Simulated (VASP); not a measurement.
The system is HPbNO4.

```
H Pb N O
1.0
     3.85404    0.14384    0.09012
    -0.25320    5.52698    0.16471
    -0.48197   -1.92720    5.72025
H Pb N O
1 1 1 4
Direct
  0.10913 0.65718 0.54463
  0.61029 0.52127 0.15100
  0.91580 0.96263 0.95867
  0.01384 0.13639 0.88084
  0.72398 0.01057 0.12858
  0.00389 0.73732 0.87043
  0.11927 0.59324 0.37651
```

The cell was built by a generator and needn't be a form met in nature.

- Program: VASP 6.6.1
- Task: single point
- Functional: PBE
- Potentials or basis: VASP PAW PBE potentials, release 64 (H, Pb_d, N, O)
- Cutoff: 520 eV
- k mesh: 7 × 5 × 5
- Occupations: fermi-dirac, width 0.05 eV
- Spin: no spin polarisation

On this cell: pressure 0.5 GPa; largest force 0.422 eV/Å; band gap on the k mesh 3.14 eV, indirect (least direct gap 3.22 eV).

The same run follows on a disturbed copy (atoms moved at random, drawn with an rms of 0.05 Å):

```
CELL_PARAMETERS angstrom
3.85404 0.14384 0.09012
-0.25320 5.52698 0.16471
-0.48197 -1.92720 5.72025
ATOMIC_POSITIONS crystal
H 0.09417 0.65249 0.55005
Pb 0.60528 0.51564 0.15510
N 0.92822 0.96629 0.95871
O 0.01648 0.12958 0.87762
O 0.70978 0.00114 0.12867
O 0.00782 0.74454 0.86968
O 0.10479 0.58988 0.37446
```

Q: What does the disturbed cell give?

A: The energy moves by +39.4 meV/atom; pressure 1.2 GPa; largest force 3.977 eV/Å; band gap on the k mesh 3.21 eV, indirect (least direct gap 3.30 eV).

Forces in eV/Å, atoms in the order of the input:
```
H    0.240  0.016 -1.406
Pb  -0.228  0.124 -0.231
N   -2.748 -2.504  1.413
O    0.590  3.255 -0.201
O    1.266  1.006 -0.751
O    0.831 -1.883 -0.532
O    0.048 -0.014  1.708
```

Stress tensor (GPa, compression positive):
```
-0.39 -0.77  1.58
-0.77  6.10  0.89
 1.58  0.89 -2.20
```

Caveats: the standard files for N, O and F lose accuracy on very short bonds; spin-orbit coupling is left out, which as a rule narrows the gap of such compounds by several tenths of an eV; an odd mesh through Γ misses points on the zone boundary, where band edges often lie.
